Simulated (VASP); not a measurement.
Crystal: Pb.

```
CELL_PARAMETERS angstrom
0.00000 2.47502 2.47502
2.47502 0.00000 2.47502
2.47502 2.47502 0.00000
ATOMIC_POSITIONS crystal
Pb 0.00000 0.00000 0.00000
```

* Program: VASP 6.6.1
* Task: relaxation of cell and atoms
* Functional: PBE
* Potentials or basis: VASP PAW PBE potentials, release 64 (Pb_d)
* Cutoff: 520 eV
* k mesh: 15 × 15 × 15
* Occupations: gaussian, width 0.1 eV
* Spin: no spin polarisation

At the start: pressure 2.3 GPa; volume 30.32 Å³/atom.

**Question.** Where does the relaxation end?

**Answer.** Over 3 steps the energy falls by 11.3 meV/atom and the volume is 31.95 Å³/atom (+5.4 %); space group Fm-3m (No. 225, to 0.05 Å).

The path:
| step | energy change (eV) | largest force (eV/Å) | pressure (GPa) | volume (Å³) |
| --- | --- | --- | --- | --- |
| 1 | 0.0000 | 0.0000 | 2.32 | 30.32 |
| 2 | -0.0109 | 0.0000 | -0.42 | 32.29 |
| 3 | -0.0113 | 0.0000 | 0.02 | 31.95 |

Final structure:
```yaml
crystal:
  lattice:
    - [0.00000, 2.51848, 2.51848]
    - [2.51848, 0.00000, 2.51848]
    - [2.51848, 2.51848, 0.00000]
  atoms:
    - { symbol: Pb, position: [0.00000, 0.00000, 0.00000] }
```
